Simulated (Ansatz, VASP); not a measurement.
# Mg72H143 (V_H) in two plane-wave programs

Aim: how closely do two programs agree when they are given the same cell, functional and k mesh? The cell is taken from a series of runs on this material, whose earlier steps may have relaxed, scaled, displaced or heated it; both programs get it as it stands.

Method: plane waves, with VASP 6.6.1 beside it; single point at PBEsol, in Ansatz 0.2.0.

**1. The starting structure**

The cell holds 215 atoms: 72 Mg and 143 H. Its edges and angles: a = 16.181 Å, b = 16.181 Å, c = 12.663 Å, α = 54.1°, β = 54.1°, γ = 71.9°. It derives from MgH2 (MgH2 (P4_2/mnm)). Nearest the centre at fractional (0.315, 0.518, 0.625): Mg37 at 2.21 Å, Mg16 at 2.24 Å, Mg47 at 2.24 Å, H103 at 2.40 Å, H141 at 2.61 Å, H144 at 2.62 Å, H148 at 2.62 Å, H145 at 2.62 Å.

**2. Ansatz: single point, PBEsol**

Ansatz runs on its default PAW (the set named soft_2) files.

With cell and atoms fixed, the geometry can't cause a difference; cores, projectors, grids and the points listed under the comparison can.

The input, input.yaml:

```yaml
crystal:
  checkpoint: "../qp1.relax_smeared.run"
  host: checkpoint
basis:
  ecutwfc: 420
  xc_grid: 2
hamiltonian:
  xc: pbesol
kpoints:
  mp_grid: { grid: [1, 1, 1] }
scf:
  occupations: { method: fermi_dirac, width: 0.01 }
  max_iter: 100
output:
  forces: true
  eigenvalues: true
  charged_corrections: { defect_position: [0.315181, 0.518152, 0.625] }
checkpoint:
  read: "../qp1.relax_smeared.run"
  write: "../qp1.point_neutral.run"
  compress: false
  write_wavefunctions: false
  write_every: 100000
magnetization:
  spin_polarized: true
  initial_magnetization: 1
  spin_locking: { lock_magnetization: hard }
```

The run is started by

```
$ ansatz run input.yaml --threads 4 --pin off --max-ram 15073MiB --backend cpu --events-out ev --progress --plain --runs-dir out
```

Numbers of over 12 decimals in the logs are rounded to 6 here.

Log:

```text
checkpoint.read: the saved state was converged at a total charge of 1 e, and this run's is 0 e: a saved density that it takes is scaled to its electron count
crystal.checkpoint: the structure is that of <dir>, a `relax` run, at its step 5: its result, under pbesol at a charge of 1 e; 215 atoms read, 0 with a starting moment; this deck's charge is 0 e; crystal.structure_sha256 for this input is
Engine: ansatz 0.2.0, aarch64-unknown-linux-gnu
Pseudopotentials: kind: paw
Pseudopotential: Mg, paw, valence charge 10, recommended cutoff 420 eV (normal), Mg.paw.azcp
Pseudopotential: H, paw, valence charge 1, recommended cutoff 420 eV (normal), H.paw.azcp
Functional definition: PBEsol
  exchange = pbesol_x
  correlation = pbesol_c
Crystal: 215 atoms, lattice volume = 2170.466 Å³
Basis set: ecut = 420 eV, 42383 PW (Γ), exchange–correlation on 240×240×180 points (8 copies of the dense FFT grid, shifted against one another)
Bands: 647, of which v1, the nominal top of the filled ones, is band 432 counted from 1 (431 counted from 0)
Symmetry: 1 space group operations
Space group: P1 (ITA 1), of the structure as read, at distance tolerance 1.3e-4 Å
Magnetic group: BNS 1.1 (UNI 1), of the structure as read, at distance tolerance 1.3e-4 Å
k-points: 1
Non-local potential: Mg, projectors of the file, l = 0: 3, l = 1: 2, l = 2: 1
Non-local potential: H, projectors of the file, l = 0: 2, l = 1: 1
PAW form: soft (Blöchl's): semilocal exchange-correlation on the pseudo side does not see the compensation charge
PAW frozen core: Mg, regenerated for the run's functional, and the local potential with it (the file was generated under x = pbe(κ = 0.804, μ = 0.219515), c = pbe(β = 0.066725))
PAW one-centre angular grid: Mg, 110 points (default); XC on 64 Gauss nodes
PAW one-centre angular grid: H, 110 points (default); XC on 64 Gauss nodes
Initial density: read from a saved state, or passed on in memory by an earlier SCF of this step, an earlier step, the calling program or the single point that the run made first
Starting moments: Σ|m| = 1 μB on 215 of 215 sites; this step starts from the density that it was given
Initial wavefunctions: those read from a saved state, or passed on in memory by an earlier step or the calling program
Functional: x = pbesol(κ = 0.804, μ = 0.123457), c = pbesol(β = 0.046)
iter 1 solved again at ethr=1.63e-4 eV; its pass at ethr=3.10e-3 eV (dr2=1.41e0 eV) is discarded
SCF iter   1: F=—  HF=-139942.277698 eV  |F-HF|=—  |Δ(HF+E_count)|=         —  Δρ=2.78e-3 (↑2.78e-3 ↓1.35e-3)  dr2=1.41e0  dr2_m=3.01e-2  M=1.000 μB ∫|m|=1.001 μB  β_m=0.30  ethr=1.63e-4  ⟨swp⟩=8.0  Hψ=4008  notcnv=0
preconditioner: auto → Resta (q_TF=auto, 2.340 Å⁻¹)  ε∞=2.9  [insulator: Δε(μ)=0.459 eV  Ē_g=9.892 eV  σ=0.010 eV  W_gap=1.00  n_scr=458 (ndim 8)  ℏωp=13.5 eV  f_vac=0.002  D(μ)=0.00/eV (n_scr^D=0)  ε∞_Penn≈2.9]
spin=Collinear: Resta preconditioning applied to the charge; magnetization (m = ρ↑ − ρ↓) channel mixes plain (no charge-response kernel on spin).
SCF iter   2: F=—  HF=-139942.235262 eV  |F-HF|=—  |Δ(HF+E_count)|=   4.24e-2  Δρ=2.14e-3 (↑2.14e-3 ↓9.24e-4)  dr2=7.06e-1  dr2_m=1.79e-2  M=1.000 μB ∫|m|=1.011 μB  β_m=0.65  ethr=1.63e-4  ⟨swp⟩=7.0  Hψ=2082  notcnv=0  defer=4
SCF iter   3: F=—  HF=-139942.110701 eV  |F-HF|=—  |Δ(HF+E_count)|=   1.25e-1  Δρ=5.22e-4 (↑5.22e-4 ↓3.81e-4)  dr2=6.43e-2  dr2_m=2.00e-3  M=1.000 μB ∫|m|=1.065 μB  β_m=0.73  ethr=8.18e-5  ⟨swp⟩=2.0  Hψ=1809  notcnv=0  defer=416
SCF iter   4: F=—  HF=-139942.131671 eV  |F-HF|=—  |Δ(HF+E_count)|=   2.10e-2  Δρ=3.50e-4 (↑3.50e-4 ↓1.07e-4)  dr2=2.52e-2  dr2_m=3.89e-4  M=1.000 μB ∫|m|=1.074 μB  β_m=0.69  ethr=7.45e-6  ⟨swp⟩=3.5  Hψ=1255  notcnv=0  defer=416
SCF iter   5: F=—  HF=-139942.127533 eV  |F-HF|=—  |Δ(HF+E_count)|=   4.14e-3  Δρ=1.57e-4 (↑1.57e-4 ↓4.20e-5)  dr2=4.19e-3  dr2_m=8.88e-5  M=1.000 μB ∫|m|=1.082 μB  β_m=0.75  ethr=2.91e-6  ⟨swp⟩=2.0  Hψ=1079  notcnv=0  defer=416
SCF iter   6: F=—  HF=-139942.126846 eV  |F-HF|=—  |Δ(HF+E_count)|=   6.87e-4  Δρ=2.83e-5 (↑2.83e-5 ↓1.03e-5)  dr2=1.09e-4  dr2_m=2.37e-6  M=1.000 μB ∫|m|=1.087 μB  β_m=0.88  ethr=4.85e-7  ⟨swp⟩=2.0  Hψ=1112  notcnv=0  defer=416
SCF iter   7: F=—  HF=-139942.126853 eV  |F-HF|=—  |Δ(HF+E_count)|=   6.88e-6  Δρ=7.18e-6 (↑7.18e-6 ↓2.27e-6)  dr2=7.24e-6  dr2_m=1.83e-7  M=1.000 μB ∫|m|=1.088 μB  β_m=0.94  ethr=1.26e-8  ⟨swp⟩=2.0  Hψ=1160  notcnv=0  defer=416
SCF iter   8: F=—  HF=-139942.126638 eV  |F-HF|=—  |Δ(HF+E_count)|=   2.15e-4  Δρ=9.27e-7 (↑9.27e-7 ↓4.91e-7)  dr2=1.55e-7  dr2_m=3.11e-9  M=1.000 μB ∫|m|=1.088 μB  β_m=0.92  ethr=8.39e-10  ⟨swp⟩=2.0  Hψ=1536  notcnv=0  defer=416
SCF iter   9: F=-139942.126637 eV  HF=-139942.126637 eV  |F-HF|=1.43e-9  |Δ(HF+E_count)|=   1.16e-8  Δρ=1.20e-7 (↑1.11e-7 ↓1.20e-7)  dr2=8.06e-10  dr2_m=6.66e-11  M=1.000 μB ∫|m|=1.088 μB  ethr=1.16e-11  ⟨swp⟩=15.0  Hψ=8559  notcnv=0
[...]
k-point 0 ↓: bands = [... 428 lower, 1.9335, 1.9930, 2.0023, 5.6491, 5.6538, 5.8430, 5.8566, 6.0997, ... 211 higher]
```

The column dr2 measures how far the density is from self-consistency, as an energy; F and HF (Harris–Foulkes) agree once it is small.

**3. VASP: single point, PBEsol**

The same cell, functional, mesh and smearing now go to VASP, with its own data sets.

Lines of VASP's logs that name or quote its potential files are left out, and so is its time.

The input, INCAR:

```
SYSTEM = Mg72H143
PREC = Accurate
ENCUT = 520
EDIFF = 1E-06
NELM = 200
ISMEAR = -1
SIGMA = 0.01
LREAL = Auto
ALGO = Normal
GGA = PS
NBANDS = 294
ISPIN = 2
MAGMOM = 0 0 0 0 0 0 0 0 0 0 0 0 0 0 0 0.01 0 0 0 0 0 0 0 0 0 0 0 0 0 0 0 0 0 0 0 0 0 0 0 0 0 0 0 0 0 0 0.01 0 0 0 0 0 0 0 0 0 0 0 0 0 0 0 0 0 0 0 0 0 0 0 0 0 0 0 0 0 0 0 0 0 0 0 -0 0 0 0 0 0 -0 0 0 0 0 0 -0 0 0 0 0 0 0 0 0.01 0 0 0 0 0 0 0 0 0 0 0 0 0 0 0 0 0 0 0 0 0 0 0 0 0 -0 0 0 0 0 0 0 0 0 0 0 0 0 -0 0 0 0 0 0 0 0 -0 0 0 0 0 0 0 0 0 0 0 0 0 0 0 -0 -0 0 0 0 0 0 0 0 0 0 0 0 0 0 0 0 0 0 0 0 0 0 0 0 0 0 0 0 0 0 -0 0 0 0 0 0 -0 0 0 0 0 0 0 0 0 0 0 0 0 -0
LORBIT = 11
LWAVE = .FALSE.
LCHARG = .FALSE.
ISIF = 2
NUPDOWN = 1
LASPH = .TRUE.
GGA_COMPAT = .FALSE.
```

The input, POSCAR:

```
Mg72H143
1.0
    0.0000000000     13.4315554587      9.0232220990
   13.4315554587      0.0000000000      9.0232220990
    8.9543703058      8.9543703058      0.0000000000
Mg H
72 143
Direct
    0.0832045479      0.0829533511      0.1256607891
    0.2505149125      0.2497167366      0.3750476493
[... 3 atom lines left out ...]
    0.2480182234      0.2534244296      0.8741036564
[... 2 atom lines left out ...]
    0.0827786797      0.4163850864      0.1259109234
    0.2502605768      0.5827960383      0.3744920883
    0.9965627646      0.3281034171      0.0066632060
[... 1 atom line left out ...]
    0.0830306627      0.4153675909      0.6264638543
    0.2506152378      0.5831573466      0.8758418711
[... 1 atom line left out ...]
    0.1437644849      0.5037539657      0.7645226117
[... 4 atom lines left out ...]
    0.0815038696      0.7519134073      0.6252025556
[... 12 atom lines left out ...]
    0.5799979008      0.5853792463      0.3761681567
    0.3335800229      0.3345558484      0.9996285843
    0.4988415299      0.4998171533      0.2506117651
    0.4316586670      0.4017508988      0.6251175357
[... 1 atom line left out ...]
    0.3330294412      0.3335242624      0.4996981356
    0.4998746211      0.5003540057      0.7505614633
    0.4170566984      0.7506037215      0.1244355907
[... 3 atom lines left out ...]
    0.4180686456      0.7503696845      0.6238577892
[... 1 atom line left out ...]
    0.3296976975      0.6896035167      0.4858060136
[... 32 atom lines left out ...]
    0.1853570574      0.3168226489      0.1217090788
[... 7 atom lines left out ...]
    0.1850040054      0.3153526400      0.6267739643
[... 9 atom lines left out ...]
    0.1710169683      0.4973424204      0.6012063719
    0.1447985890      0.3545038643      0.8757380874
[... 1 atom line left out ...]
    0.1709627207      0.4983920189      0.8958896843
    0.0047284594      0.4776890471      0.8883082092
    0.1887156763      0.6447087729      0.6250571517
[... 2 atom lines left out ...]
    0.1494525106      0.6835893649      0.3794785453
[... 2 atom lines left out ...]
    0.1709623491      0.8299323377      0.4030042879
[... 2 atom lines left out ...]
    0.0036092420      0.6622972757      0.8473801845
    0.1709070262      0.8297167618      0.5962179783
    0.1498374733      0.6839664043      0.8710194847
[... 1 atom line left out ...]
    0.0036460004      0.6625817005      0.6541289243
[... 18 atom lines left out ...]
    0.5262886958      0.3070937360      0.6252301611
[... 2 atom lines left out ...]
    0.4812898133      0.3514087446      0.3811859612
[... 2 atom lines left out ...]
    0.4902509174      0.5021698665      0.4095904636
    0.3508411379      0.4818373808      0.3735406614
    0.5165953714      0.6480305740      0.1284641695
    0.3312189800      0.3431901440      0.8406317935
    0.4906207918      0.5018363854      0.6021981414
    0.4820062336      0.3520961623      0.8690040851
[... 1 atom line left out ...]
    0.3315873703      0.3427677389      0.6480424902
[... 1 atom line left out ...]
    0.3515665217      0.4825543437      0.8766554440
    0.5180497836      0.6483717042      0.6234434027
    0.3351573217      0.6623291824      0.3544255741
[... 1 atom line left out ...]
    0.4789475737      0.6886101224      0.3745400294
[... 3 atom lines left out ...]
    0.3557210172      0.8286526348      0.3618891488
[... 5 atom lines left out ...]
    0.3360135799      0.6624553692      0.6490996534
[... 50 atom lines left out ...]
    0.8517176100      0.9816760900      0.6252342135
```

The input, KPOINTS:

```
Automatic mesh
0
Gamma
1 1 1
0 0 0
```

PAW data sets: Mg and H (PBE family, release 64).

The run is started by

```
$ export OMP_NUM_THREADS=3
$ mpirun -np 1 vasp_gam
```

Log:

```text
[banner, memory and clock lines left out]
running    1 mpi-ranks, on    1 nodes
[...]
Offloading initialized ...    1 GPUs detected
[...]
|                                                                             |
|               ----> ADVICE to this user running VASP <----                  |
|                                                                             |
|     You enforced a specific xc type in the INCAR file but a different       |
|     [... a line on the potential file left out ...]
|     I HOPE YOU KNOW WHAT YOU ARE DOING!                                     |
|                                                                             |

 LDA part: xc-table for (Slater+PW92), standard interpolation
 POSCAR, INCAR and KPOINTS ok, starting setup
[...]
entering main loop
       N       E                     dE             d eps       ncg     rms          rms(c)
DAV:   1     0.826318269170E+03    0.82632E+03   -0.10747E+05  1192   0.815E+02
DAV:   2    -0.467677914907E+03   -0.12940E+04   -0.10789E+04  1744   0.144E+02
DAV:   3    -0.668561080958E+03   -0.20088E+03   -0.19680E+03  1400   0.490E+01
DAV:   4    -0.674451231795E+03   -0.58902E+01   -0.58766E+01  1432   0.909E+00
[...]
DAV:  14    -0.632784658466E+03   -0.59017E-05   -0.41277E-05  1320   0.873E-03    0.925E-03
DAV:  15    -0.632784661107E+03   -0.26410E-05   -0.47126E-06  1344   0.345E-03    0.340E-03
DAV:  16    -0.632784661188E+03   -0.81430E-07   -0.17159E-06  1008   0.201E-03
   1 F= -.63278466E+03 E0= -.63278464E+03  d E =-.407667E-04  mag=     0.9997
```

Parts of OUTCAR (step 3):

```text
 magnetization (x)
# of ion       s       p       d       tot
------------------------------------------
    1        0.000   0.000   0.000   0.000
    2        0.001   0.000   0.000   0.001
    3        0.000   0.000   0.000   0.000
    4        0.000   0.001   0.000   0.001
    5        0.002   0.000   0.000   0.003
    6        0.002   0.000   0.001   0.002
[...]
213       -0.000   0.000   0.000  -0.000
  214       -0.000   0.000   0.000  -0.000
  215       -0.000   0.000   0.000  -0.000
--------------------------------------------------
tot          0.078   0.063   0.014   0.155
```

The run ends at a pressure of -0.07 GPa, with forces up to 1.00 eV/Å.

**4. Differences**

Known differences besides the potentials themselves: VASP starts from the moments at which Ansatz ended; the data sets hold 863 valence electrons in Ansatz (on its default PAW (the set named soft_2) files) and 287 in VASP; the cutoff is 420 eV in Ansatz and 520 eV in VASP (PREC = Accurate, projectors in real space); Ansatz makes its cores anew for this functional, VASP keeps those of its PBE data sets. Total energies have different zeros and are not compared.

The two programs side by side:

```
                             quantity  Ansatz  VASP  difference
total moment, fixed by the input (μB)    1.00  1.00        0.00
```

Forces on 8 of the 215 atoms, those with the largest forces and the largest differences (eV/Å; atoms numbered as in POSCAR):

```
atom         Ansatz x, y, z            VASP x, y, z
Mg10    0.190, 0.306, 0.000     0.190, 0.308, 0.001
Mg14  -0.306, -0.189, 0.000  -0.308, -0.189, -0.001
Mg16   -0.420, 0.408, 0.803    -0.421, 0.410, 0.803
Mg21   -0.243, 0.242, 0.000    -0.245, 0.244, 0.000
Mg37   0.672, -0.672, 0.000    0.674, -0.674, 0.000
Mg47  -0.409, 0.419, -0.803   -0.410, 0.420, -0.803
H103   0.354, -0.353, 0.000    0.355, -0.354, 0.000
H135   -0.091, 0.091, 0.000    -0.094, 0.094, 0.000
```

The forces differ by 0.6 meV/Å r.m.s., which is 0.6 % of the r.m.s. force of 0.093 eV/Å (both taken over all components).

**5. Results**

* r.m.s. force difference (single point, PBEsol): 0.59 meV/Å

The r.m.s. force difference is 0.59 meV/Å (single point, PBEsol), within the 12 meV/Å picked in this series as the mark of a large difference. The data sets hold unlike numbers of valence electrons (863 in Ansatz and 287 in VASP), so part of the differences comes from the potentials. How closely two codes agree says nothing of how well the functional describes the real material.

[Lines on the potential files, build, host, timing and source positions are cut from VASP's logs without a mark.]

[Logs are printed without paths, hosts, clocks, repeated set-up lines and the standing remarks that a program may print on its own settings, such as how far it seeks lower states.]

[Hosts, paths, dates, database ids (printed as entryN), source tags and the programs' standing remarks are cut or masked in the printed files.]
